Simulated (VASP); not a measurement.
A VASP calculation is set up with these files.

POSCAR:
```
V3Si
1.0
  4.5773591914   0.0000000000   0.0000000000
  0.0000000000   4.5773591914   0.0000000000
  0.0000000000   0.0000000000   4.5773591914
V Si
6 2
Cart
  1.1443397979   0.0000000000   2.2886795957
  2.2886795957   1.1443397979   0.0000000000
  2.2886795957   3.4330193936   0.0000000000
  3.4330193936   0.0000000000   2.2886795957
  0.0000000000   2.2886795957   3.4330193936
  0.0000000000   2.2886795957   1.1443397979
  2.2886795957   2.2886795957   2.2886795957
  0.0000000000   0.0000000000   0.0000000000
```

File KPOINTS:
```
Automatic mesh
0
Gamma
7 7 7
0 0 0
```

### INCAR
```
! general
SYSTEM  = V3Si
PREC    = Accurate
ENCUT   = 500   ! plane-wave cut-off (eV)
LREAL   = .FALSE.   ! projection in real space or not
LASPH   = .TRUE.   ! aspherical one-centre terms

! electronic loop
EDIFF   = 1E-6   ! SCF stop (eV)
NELM    = 100   ! most electronic steps
ALGO    = Normal   ! blocked Davidson
LMAXMIX = 4   ! l cut-off of mixed one-centre charges

! smearing
ISMEAR  = 1
SIGMA   = 0.1   ! width (eV)

! ions
IBRION  = 2   ! conjugate gradients
NSW     = 40
ISIF    = 3
EDIFFG  = -0.02   ! ionic stop
PSTRESS = 50

! output
LWAVE   = .FALSE.
LCHARG  = .FALSE.
```

POTCAR, in this order: V_sv Si (LDA.64 set). Program: vasp_std.

**Question.** Write an equivalent input for Quantum ESPRESSO's pw.x.

**Answer.** One equivalent input (not run):
```
&CONTROL
  calculation = 'vc-relax'
  pseudo_dir = './pseudo'
  outdir = './out'
  tprnfor = .true.
  tstress = .true.
  nstep = 40
  forc_conv_thr = 0.00078
/
&SYSTEM
  ibrav = 0
  nat = 8
  ntyp = 2
  ecutwfc = 84
  occupations = 'smearing'
  smearing = 'methfessel-paxton'
  degauss = 0.00735
  input_dft = 'pz'
/
&ELECTRONS
  conv_thr = 7.3e-08
  electron_maxstep = 100
/
&IONS
/
&CELL
  press = 50
/
ATOMIC_SPECIES
  V 50.941 V.upf
  Si 28.085 Si.upf
CELL_PARAMETERS angstrom
     4.5773592   -0.0000000    0.0000000
    -0.0000000    4.5773592    0.0000000
     0.0000000    0.0000000    4.5773592
ATOMIC_POSITIONS crystal
  V    0.2500000  0.0000000  0.5000000
  V    0.5000000  0.2500000  0.0000000
  V    0.5000000  0.7500000  0.0000000
  V    0.7500000  0.0000000  0.5000000
  V    0.0000000  0.5000000  0.7500000
  V    0.0000000  0.5000000  0.2500000
  Si   0.5000000  0.5000000  0.5000000
  Si   0.0000000  0.0000000  0.0000000
K_POINTS automatic
  7 7 7 0 0 0
```
Limits of the translation: the potentials are each code's own (VASP's PAW set, PseudoDojo norm-conserving files in pw.x), so ENCUT and ecutwfc are chosen apart and not converted; conv_thr bounds pw.x's estimated SCF error, while EDIFF bounds the energy change between steps; forc_conv_thr acts on force components and is met together with etot_conv_thr.

The compound is V3Si in the A15 structure. It was relaxed first under an external pressure of 5 GPa.
